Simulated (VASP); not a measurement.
Here is the system:

```yaml
crystal:
  lattice:
    - [0.00000, 2.23201, 2.23201]
    - [2.23201, 0.00000, 2.23201]
    - [2.23201, 2.23201, 0.00000]
  atoms:
    - { symbol: Ga, position: [0.00000, 0.00000, 0.00000] }
    - { symbol: N, position: [0.25000, 0.25000, 0.25000] }
```

All values below come from LDA (Ceperley-Alder, Perdew-Zunger), VASP's LDA PAW potentials (set 64) (plane waves; VASP). Numerical set-up: 520 eV cut-off, 9×9×9 Γ-centred mesh, Gaussian smearing of 0.050 eV, potentials Ga_d N.

Task: Predict the energy per atom (σ→0), band gap (on the k-mesh) with the smallest direct gap where there is one.

Result: 
* **band gap (on the k-mesh)**: 1.93 eV
* **smallest direct gap (on the k-mesh)**: 1.93 eV
* **energy per atom (σ→0)**: -6.972 eV/atom

Total energies compare only between runs with the same potentials, cut-off and functional.

The compound is GaN in the zinc blende structure, a metastable form; wurtzite is the usual one. It was relaxed first. The start is the result of an earlier pass.
